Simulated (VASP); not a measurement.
Given:

```
CELL_PARAMETERS angstrom
      0.00000     2.48880     2.48880
      2.48880     0.00000     2.48880
      2.48880     2.48880     0.00000
ATOMIC_POSITIONS crystal
  Na 0.00000 0.00000 0.00000
  H  0.50000 0.50000 0.50000
```

The numbers are results of PBE GGA with spin-orbit coupling, VASP's PBE PAW potentials (set 64) (plane waves; VASP), not measurements. Run with 400 eV cut-off, 8×8×8 Γ-centred mesh, Gaussian smearing of 0.050 eV, potentials Na_pv H.

Question: Predict the energy per atom (σ→0), pressure, band gap (on the k-mesh) with the smallest direct gap where there is one.

Answer: 
```json
{
 "band gap (on the k-mesh)": "3.61 eV",
 "smallest direct gap (on the k-mesh)": "4.42 eV",
 "energy per atom (σ→0)": "-2.536 eV/atom",
 "pressure": "-2.20 GPa"
}
```

The compound is NaH in the rock salt structure. The cell was not relaxed at this level. The run is one of a series of settings (GGA_COMPAT = .FALSE., LSORBIT = .TRUE., MAGMOM = 0 0 0 0 0 0, program vasp_ncl against the base run), some of them coarse on purpose.
